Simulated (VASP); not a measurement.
Input:

```
CELL_PARAMETERS angstrom
      2.51758     0.00000     0.00000
      0.00000     2.51758     0.00000
      0.00000     0.00000     2.51758
ATOMIC_POSITIONS crystal
  Li 0.00000 0.00000 0.00000
  F  0.50000 0.50000 0.50000
```

Computed with PBEsol GGA, VASP's PBE PAW potentials (set 64) (plane waves; VASP). Run with 520 eV cut-off, 12×12×12 Γ-centred mesh, tetrahedra with Blöchl corrections, potentials Li_sv F.

Q: Tabulate the total density of states (states/eV per cell) against energy (eV; zero at the valence-band maximum or, without a gap, the Fermi level).

A: 
| E (eV) | DOS (states/eV) |
|---|---|
| -9.96 | 0.00 |
| -9.72 | 0.00 |
| -9.48 | 0.00 |
| -9.24 | 0.00 |
| -9.00 | 0.00 |
| -8.64 | 0.00 |
| -8.40 | 0.00 |
| -8.16 | 0.00 |
| -7.92 | 0.00 |
| -7.68 | 0.00 |
| -7.44 | 0.00 |
| -7.20 | 0.00 |
| -6.96 | 0.00 |
| -6.72 | 0.00 |
| -6.48 | 0.00 |
| -6.12 | 0.00 |
| -5.88 | 0.00 |
| -5.64 | 0.00 |
| -5.40 | 0.00 |
| -5.16 | 0.00 |
| -4.92 | 0.00 |
| -4.68 | 0.00 |
| -4.44 | 0.00 |
| -4.20 | 0.00 |
| -3.96 | 0.08 |
| -3.60 | 1.28 |
| -3.36 | 2.00 |
| -3.12 | 1.86 |
| -2.88 | 1.89 |
| -2.64 | 1.63 |
| -2.40 | 1.68 |
| -2.16 | 1.29 |
| -1.92 | 1.24 |
| -1.68 | 1.26 |
| -1.44 | 1.42 |
| -1.08 | 1.40 |
| -0.84 | 1.81 |
| -0.60 | 2.29 |
| -0.36 | 2.15 |
| -0.12 | 0.66 |
| 0.12 | 0.00 |
| 0.36 | 0.00 |
| 0.60 | 0.00 |
| 0.84 | 0.00 |
| 1.08 | 0.00 |
| 1.44 | 0.00 |
| 1.68 | 0.00 |
| 1.92 | 0.00 |
| 2.16 | 0.00 |
| 2.40 | 0.00 |
| 2.64 | 0.00 |
| 2.88 | 0.00 |
| 3.12 | 0.00 |
| 3.36 | 0.00 |
| 3.60 | 0.00 |
| 3.96 | 0.00 |
| 4.20 | 0.00 |
| 4.44 | 0.00 |
| 4.68 | 0.00 |
| 4.92 | 0.00 |
| 5.16 | 0.00 |
| 5.40 | 0.00 |
| 5.64 | 0.00 |
| 5.88 | 0.00 |
| 6.12 | 0.00 |
| 6.48 | 0.00 |
| 6.72 | 0.00 |
| 6.96 | 0.00 |
| 7.20 | 0.00 |
| 7.44 | 0.00 |
| 7.68 | 0.00 |
| 7.92 | 0.02 |
| 8.16 | 0.06 |
| 8.40 | 0.09 |
| 8.64 | 0.13 |
| 9.00 | 0.20 |
| 9.24 | 0.29 |
| 9.48 | 0.41 |
| 9.72 | 0.38 |
| 9.96 | 0.39 |
Within 2 eV below the valence-band maximum the largest weight inside VASP's projection spheres is F p.

The structure was generated: LiF was put into the CsCl type type (Pm-3m), which need not be its known phase. It was relaxed first, which changed the volume by +15 %.
